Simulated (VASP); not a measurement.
All values below come from rev-vdW-DF2, VASP's PBE PAW potentials (set 64) (plane waves; VASP).

VASP ran on this input.

### POSCAR
```
PtAl2
1
    0.0000000000     2.9318402799     2.9318402799
    2.9318402799     0.0000000000     2.9318402799
    2.9318402799     2.9318402799     0.0000000000
Al Pt
2 1
Direct
  0.2500000000   0.2500000000   0.2500000000
  0.7500000000   0.7500000000   0.7500000000
  0.0000000000   0.0000000000   0.0000000000
```

File KPOINTS:
```
Regular mesh
0
gamma
  9 9 9
0 0 0
```

### INCAR
```
! general
SYSTEM   = PtAl2
PREC     = Accurate
ENCUT    = 520
LREAL    = .FALSE.
LASPH    = .TRUE.   ! aspherical one-centre terms

! electronic loop
EDIFF    = 1E-7
NELM     = 100
ALGO     = Normal   ! blocked Davidson
LMAXMIX  = 6   ! l cut-off of mixed one-centre charges

! smearing
ISMEAR   = 1   ! Methfessel-Paxton
SIGMA    = 0.1   ! width (eV)

! functional
GGA      = MK
LUSE_VDW = .TRUE.
AGGAC    = 0.0
PARAM1   = 0.1234568
PARAM2   = 0.7114
ZAB_VDW  = -1.8867

! ions
ISIF     = 2   ! forces and stress, cell fixed

! output
LWAVE    = .FALSE.
LCHARG   = .FALSE.
```

POTCAR, in this order: Al Pt (PBE.64 set). Program: vasp_std.

What VASP printed:

### OSZICAR
```
       N       E                     dE             d eps       ncg     rms          rms(c)
DAV:   1     0.546207626069E+02    0.54621E+02   -0.68506E+03   864   0.114E+03
DAV:   2    -0.106553655516E+02   -0.65276E+02   -0.59276E+02   968   0.189E+02
DAV:   3    -0.125083273443E+02   -0.18530E+01   -0.18264E+01  1052   0.312E+01
DAV:   4    -0.125247719015E+02   -0.16445E-01   -0.16440E-01  1000   0.352E+00
DAV:   5    -0.125250324727E+02   -0.26057E-03   -0.26056E-03  1072   0.462E-01    0.889E+00
DAV:   6    -0.120723913154E+02    0.45264E+00   -0.23490E+00   988   0.152E+01    0.221E+00
DAV:   7    -0.119972591347E+02    0.75132E-01   -0.17411E-01   936   0.425E+00    0.170E+00
DAV:   8    -0.119685441723E+02    0.28715E-01   -0.32299E-02   996   0.185E+00    0.232E-01
DAV:   9    -0.119686344364E+02   -0.90264E-04   -0.17327E-03   996   0.403E-01    0.158E-01
DAV:  10    -0.119687445448E+02   -0.11011E-03   -0.29315E-04   996   0.156E-01    0.168E-02
DAV:  11    -0.119687412010E+02    0.33438E-05   -0.16916E-05  1016   0.444E-02    0.816E-03
DAV:  12    -0.119687417035E+02   -0.50245E-06   -0.20824E-06   924   0.120E-02    0.220E-03
DAV:  13    -0.119687415945E+02    0.10895E-06   -0.72297E-07   984   0.853E-03    0.835E-04
DAV:  14    -0.119687416068E+02   -0.12275E-07   -0.17268E-08   560   0.149E-03
   1 F= -.11968742E+02 E0= -.11969132E+02  d E =0.117149E-02
```

**OUTCAR**
```
------------------------ aborting loop because EDIFF is reached ----------------------------------------
  FORCE on cell =-STRESS in cart. coord.  units (eV):
  Direction    XX          YY          ZZ          XY          YZ          ZX
  --------------------------------------------------------------------------------------
  Total        1.3462173      1.3462173      1.3462173      0.0000000      0.0000000      0.0000000
  in kB       42.7932067     42.7932067     42.7932067      0.0000000      0.0000000      0.0000000
  external PRESSURE =      42.7932067 kB  Pullay stress =       0.0000000 kB
  volume of cell :       50.40
      direct lattice vectors                 reciprocal lattice vectors
     0.000000000  2.931840280  2.931840280    -0.170541350  0.170541350  0.170541350
     2.931840280  0.000000000  2.931840280     0.170541350 -0.170541350  0.170541350
     2.931840280  2.931840280  0.000000000     0.170541350  0.170541350 -0.170541350
 POSITION                                       TOTAL-FORCE (eV/Angst)
 -----------------------------------------------------------------------------------
      1.46592      1.46592      1.46592         0.000000      0.000000      0.000000
      4.39776      4.39776      4.39776        -0.000000     -0.000000     -0.000000
      0.00000      0.00000      0.00000        -0.000000     -0.000000      0.000000
 -----------------------------------------------------------------------------------
    total drift:                                0.000000     -0.000000      0.000000
  FREE ENERGIE OF THE ION-ELECTRON SYSTEM (eV)
  ---------------------------------------------------
  free  energy   TOTEN  =       -11.9687416068 eV

  energy  without entropy=      -11.9699130945  energy(sigma->0) =      -11.96913210
```
(Selected blocks of OUTCAR.)

The compound is PtAl2 in the fluorite structure. This cell is one point of a volume scan, at 0.97 of the reference volume.
